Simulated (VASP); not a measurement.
Level of theory: PBE GGA, VASP's PBE PAW potentials (set 64) (plane waves; VASP).

The input files of a VASP run:

POSCAR:
```
InP
1.0
  0.0000000000   2.9779739867   2.9779739867
  2.9779739867   0.0000000000   2.9779739867
  2.9779739867   2.9779739867   0.0000000000
In P
1 1
Cart
  0.0000000000   0.0000000000   0.0000000000
  1.4889869933   1.4889869933   1.4889869933
```

File KPOINTS:
```
K-points
0
gamma
 8 8 8
```

INCAR:
```
SYSTEM=InP
PREC=Accurate; ENCUT=480; LREAL=.False.
LASPH=.True.
EDIFF=1E-7; NELM=100; ALGO=Normal
LMAXMIX=4
ISMEAR=0; SIGMA=0.05
GGA=PE
IBRION=2; NSW=40; ISIF=3
EDIFFG=-0.01; PSTRESS=100
LWAVE=.False.; LCHARG=.False.
```

POTCAR, in this order: In_d P (PBE.64 set). Program: vasp_std.

Output of the run:

OSZICAR:
```
       N       E                     dE             d eps       ncg     rms          rms(c)
DAV:   1     0.113213661869E+03    0.11321E+03   -0.82939E+03   754   0.146E+03
DAV:   2    -0.809358246930E+00   -0.11402E+03   -0.11096E+03   789   0.322E+02
DAV:   3    -0.859694269634E+01   -0.77876E+01   -0.77450E+01   994   0.904E+01
DAV:   4    -0.879860769551E+01   -0.20166E+00   -0.20155E+00   892   0.160E+01
DAV:   5    -0.880841800907E+01   -0.98103E-02   -0.98099E-02  1102   0.310E+00    0.526E+00
DAV:   6    -0.842810771996E+01    0.38031E+00   -0.74972E-01  1097   0.150E+01    0.324E+00
DAV:   7    -0.840506435030E+01    0.23043E-01   -0.18831E-01  1034   0.360E+00    0.121E+00
DAV:   8    -0.840548221963E+01   -0.41787E-03   -0.15454E-02   965   0.179E+00    0.324E-01
DAV:   9    -0.840622788653E+01   -0.74567E-03   -0.23646E-03   948   0.738E-01    0.188E-01
DAV:  10    -0.840626528193E+01   -0.37395E-04   -0.19853E-04   987   0.120E-01    0.129E-01
DAV:  11    -0.840632433769E+01   -0.59056E-04   -0.50084E-05   854   0.523E-02    0.407E-02
DAV:  12    -0.840633838601E+01   -0.14048E-04   -0.41716E-05   880   0.110E-01    0.204E-02
DAV:  13    -0.840633858558E+01   -0.19957E-06   -0.20512E-06   930   0.143E-02    0.176E-02
DAV:  14    -0.840633888044E+01   -0.29486E-06   -0.10018E-06   824   0.105E-02    0.484E-03
DAV:  15    -0.840633898515E+01   -0.10471E-06   -0.72760E-08   682   0.196E-03    0.278E-03
DAV:  16    -0.840633898720E+01   -0.20548E-08   -0.12833E-08   427   0.212E-03
   1 F= -.51096186E+01 E0= -.51096186E+01  d E =-.510962E+01
       N       E                     dE             d eps       ncg     rms          rms(c)
DAV:   1    -0.191027561844E+02   -0.10696E+02   -0.20362E+02   939   0.251E+02    0.294E+01
DAV:   2    -0.841713879131E+01    0.10686E+02   -0.32583E+01   909   0.221E+02    0.610E+00
DAV:   3    -0.771761695933E+01    0.69952E+00   -0.22604E+00   955   0.235E+01    0.547E+00
DAV:   4    -0.765350661648E+01    0.64110E-01   -0.26839E-01  1025   0.553E+00    0.367E+00
DAV:   5    -0.765511294701E+01   -0.16063E-02   -0.27512E-02  1026   0.349E+00    0.878E-01
DAV:   6    -0.765658180731E+01   -0.14689E-02   -0.75593E-03  1171   0.115E+00    0.277E-01
DAV:   7    -0.765675903214E+01   -0.17722E-03   -0.60118E-04  1145   0.223E-01    0.434E-02
DAV:   8    -0.765674226497E+01    0.16767E-04   -0.67062E-05   830   0.593E-02    0.275E-02
DAV:   9    -0.765674744954E+01   -0.51846E-05   -0.73400E-06  1089   0.461E-02    0.707E-03
DAV:  10    -0.765674795377E+01   -0.50423E-06   -0.56014E-07   967   0.106E-02    0.539E-03
DAV:  11    -0.765674798331E+01   -0.29537E-07   -0.21375E-07   765   0.964E-03
   2 F= -.50812320E+01 E0= -.50812320E+01  d E =0.283866E-01
       N       E                     dE             d eps       ncg     rms          rms(c)
DAV:   1    -0.105750834753E+02   -0.29183E+01   -0.67256E+01   974   0.223E+02    0.927E+00
DAV:   2    -0.866551131730E+01    0.19096E+01   -0.38875E+00   979   0.474E+01    0.396E+00
DAV:   3    -0.824967474842E+01    0.41584E+00   -0.14294E+00   979   0.283E+01    0.165E+00
DAV:   4    -0.824921171987E+01    0.46303E-03   -0.84998E-02   884   0.344E+00    0.110E+00
DAV:   5    -0.824211475408E+01    0.70970E-02   -0.61251E-03   869   0.908E-01    0.580E-01
DAV:   6    -0.824100230268E+01    0.11125E-02   -0.24308E-03   988   0.574E-01    0.988E-02
DAV:   7    -0.824098357606E+01    0.18727E-04   -0.29805E-04   944   0.394E-01    0.540E-02
DAV:   8    -0.824097161694E+01    0.11959E-04   -0.13144E-04   939   0.285E-01    0.826E-03
DAV:   9    -0.824097120196E+01    0.41497E-06   -0.70140E-06  1139   0.592E-02    0.409E-03
DAV:  10    -0.824097082512E+01    0.37684E-06   -0.39696E-07   876   0.645E-03    0.192E-03
DAV:  11    -0.824097076723E+01    0.57894E-07   -0.22182E-07   827   0.124E-02
   3 F= -.53226806E+01 E0= -.53226806E+01  d E =-.213062E+00
       N       E                     dE             d eps       ncg     rms          rms(c)
DAV:   1    -0.823482069358E+01    0.61501E-02   -0.24585E-02   954   0.364E+00    0.220E-01
DAV:   2    -0.823396405215E+01    0.85664E-03   -0.17736E-03   959   0.116E+00    0.748E-02
DAV:   3    -0.823382180738E+01    0.14224E-03   -0.42409E-04   984   0.519E-01    0.469E-02
DAV:   4    -0.823382283430E+01   -0.10269E-05   -0.21271E-05   779   0.501E-02    0.350E-02
DAV:   5    -0.823382392548E+01   -0.10912E-05   -0.27422E-06   991   0.175E-02    0.125E-02
DAV:   6    -0.823382554618E+01   -0.16207E-05   -0.82529E-07  1171   0.116E-02    0.263E-03
DAV:   7    -0.823382518550E+01    0.36067E-06   -0.72601E-08   422   0.488E-03    0.636E-04
DAV:   8    -0.823382528135E+01   -0.95844E-07   -0.29163E-08   392   0.443E-03
   4 F= -.53227923E+01 E0= -.53227923E+01  d E =-.213174E+00
```

OUTCAR:
```
------------------------ aborting loop because EDIFF is reached ----------------------------------------
  FORCE on cell =-STRESS in cart. coord.  units (eV):
  Direction    XX          YY          ZZ          XY          YZ          ZX
  --------------------------------------------------------------------------------------
  Total        2.9052621      2.9052621      2.9052621      0.0000000      0.0000000     -0.0000000
  in kB       99.8017583     99.8017583     99.8017583      0.0000000      0.0000000     -0.0000000
  external PRESSURE =      -0.1982417 kB  Pullay stress =     100.0000000 kB
  volume of cell :       46.64
      direct lattice vectors                 reciprocal lattice vectors
     0.000000000  2.856993407  2.856993407    -0.175009154  0.175009154  0.175009154
     2.856993407  0.000000000  2.856993407     0.175009154 -0.175009154  0.175009154
     2.856993407  2.856993407 -0.000000000     0.175009154  0.175009154 -0.175009154
  FREE ENERGIE OF THE ION-ELECTRON SYSTEM (eV)
  ---------------------------------------------------
  free  energy   TOTEN  =        -8.2338252813 eV

  energy  without entropy=       -8.2338252813  energy(sigma->0) =       -8.23382528
  enthalpy is  TOTEN    =        -5.3227922884 eV   P V=        2.9110329929

 reached required accuracy - stopping structural energy minimisation
```
(Selected blocks of OUTCAR.)

**CONTCAR**
```
InP
   1.00000000000000
     0.0000000000000000    2.8569934066860792    2.8569934066860792
     2.8569934066860792    0.0000000000000000    2.8569934066860792
     2.8569934066860792    2.8569934066860792   -0.0000000000000000
  In              P
     1     1
Direct
     1.0000000000000000    1.0000000000000000    0.0000000000000000
     0.2500000000000000    0.2500000000000000    0.2500000000000000
```

Energy and stress use the plane-wave basis of the starting cell.

The compound is InP in the zinc blende structure. This run relaxes it under an external pressure of 10 GPa. Symmetry was kept, so distortions that lower it aren't found.
